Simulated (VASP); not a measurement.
Write the native input for VASP 6.6.1 that does the following.

```yaml
Task: relaxation of cell and atoms
Functional: PBE
Potentials_or_basis: VASP PAW PBE potentials, release 64 (Ca_sv, Fe, O)
Cutoff: 520 eV
k_mesh: 3 × 3 × 4
Occupations: gaussian, width 0.15 eV
Spin: collinear spin, ferromagnetic start
Starting_moments: "[0.0, 0.0, 3.0, 0.0, 0.0, 0.0] μB"
Further_INCAR_settings: PREC = Normal; ALGO = Fast; EDIFF = 0.0001; IBRION = 2; EDIFFG = -0.08; NSW = 24; ISIF = 3
```

The structure of Ca2FeO3 lies in POSCAR:

```
Ca2FeO3
1.0
    5.2420742300      0.0000000000      0.0000000000
   -2.6210371200      4.5397694500      0.0000000000
    0.0000000000      0.0000000000      3.9757864200
Ca Fe O
2 1 3
Direct
    0.3333333300      0.6666666700      0.5000000000
    0.6666666700      0.3333333300      0.5000000000
    0.0000000000      0.0000000000      0.5000000000
    0.3333333300      0.6666666700      0.0000000000
    0.6666666700      0.3333333300      0.0000000000
    0.0000000000      0.0000000000      0.0000000000
```

The cell was built by a generator and needn't be a form met in nature.

These files were run (other wordings do the same):

INCAR

```
SYSTEM = Ca2FeO3
ALGO     = Fast           ! electronic algorithm
EDIFF    = 1E-4           ! SCF threshold, eV
EDIFFG   = -0.08          ! ionic threshold
ENCUT    = 520            ! plane-wave cutoff, eV
GGA      = PE             ! functional
IBRION   = 2              ! ionic algorithm
ISIF     = 3              ! what is computed and relaxed
ISMEAR   = 0              ! smearing method
ISPIN    = 2              ! spin polarisation
LASPH    = .TRUE.         ! aspherical terms in the spheres
LCHARG   = .FALSE.        ! write CHGCAR
LMAXMIX  = 4              ! l up to which the mixer works
LORBIT   = 11             ! projections on sites
LREAL    = .FALSE.        ! projectors in reciprocal space
LWAVE    = .FALSE.        ! write WAVECAR
MAGMOM   = 0 0 3 0 0 0    ! initial moments
NELM     = 60             ! most SCF steps
NSW      = 24             ! ionic steps
PREC     = Normal         ! precision mode
SIGMA    = 0.15           ! smearing width, eV
```

KPOINTS

```
k-points
0
G
  3 3 4
  0 0 0
```

Potentials or basis: VASP PAW PBE potentials, release 64 (Ca_sv, Fe, O).

Run with:

```sh
$ cat potpaw_PBE.64/Ca_sv/POTCAR potpaw_PBE.64/Fe/POTCAR potpaw_PBE.64/O/POTCAR > POTCAR
$ mpirun -np 1 vasp_std > vasp.out
```

It gave:

| Quantity | Value |
| --- | --- |
| Relaxed volume | 21.88 Å³/atom |
| Relaxed cell | a = 6.247 Å, b = 6.247 Å, c = 3.884 Å, α = 90.00°, β = 90.00°, γ = 120.00° |
| Space group after relaxing (to 0.05 Å) | P6/mmm (No. 191) |
| Energy gained by relaxing | 458.8 meV/atom |
| Ionic steps | 10 |
| Pressure after relaxing | 0.2 GPa |
| Band gap on the k mesh | none (metal or under the smearing width) |
| Net moment | 3.30 μB per cell |
| Site moments | Ca -0.01; Fe +3.08; O +0.01, +0.21 μB |
| Valence electrons inside the program's atomic spheres | Ca 8.40; Fe 6.71; O 5.03, 4.92 |

Caveat: the k mesh is coarse (spacing up to 0.46 Å⁻¹), so the values aren't converged; the volume moved by over 15 % at a fixed basis, so the end points are rough; a cell with one magnetic atom can't hold antiferromagnetic order, which such compounds often take; semilocal functionals often make such compounds metallic where correlation or magnetic order opens a gap, which also shifts bond lengths.

It took 7.3 min on 1 thread of Intel(R) Xeon(R) Platinum 8488C (Sapphire Rapids), with other jobs on the host, peak memory 0.21 GiB.
